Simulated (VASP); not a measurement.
Consider the following.

```xyz
4
Lattice="3.7939 0.0000 0.0000 0.0000 3.7939 0.0000 0.0000 0.0000 3.7939" Properties=species:S:1:pos:R:3 pbc="T T T"
Cu     0.0000     1.8969     1.8969
Cu     1.8969     0.0000     1.8969
Cu     1.8969     1.8969     0.0000
Au     0.0000     0.0000     0.0000
```

Method: PBE GGA, VASP's PBE PAW potentials (set 64) (plane waves; VASP). Run with 300 eV cut-off, 9×9×9 Γ-centred mesh, Gaussian smearing of 0.050 eV, potentials Cu Au.

### Question
Give the energies of bands 11 to 24 at the high-symmetry points, in eV from the Fermi level.

### Answer

```tsv
band	Γ	X	M	R
11	-2.21	-3.20	-3.19	-2.80
12	-2.21	-2.51	-3.02	-2.80
13	-1.64	-2.41	-3.02	-1.62
14	-1.62	-2.41	-2.37	-1.62
15	-1.62	-2.25	-2.37	-1.62
16	-1.50	-2.25	-2.36	-1.61
17	-1.50	-2.23	-2.25	-1.61
18	-1.50	-2.16	-2.25	-1.59
19	-1.39	-1.95	-2.15	-1.59
20	-1.39	-1.88	-2.09	-1.59
21	-1.39	-1.51	-0.53	-0.95
22	1.31	-1.39	-0.53	-0.93
23	1.31	5.67	-0.46	-0.93
24	1.31	5.67	0.28	-0.93
```

It has no gap at this level: it comes out as a metal or semimetal.

The structure is a typed Cu3Au crystal (Pm-3m). The cell was not relaxed at this level.
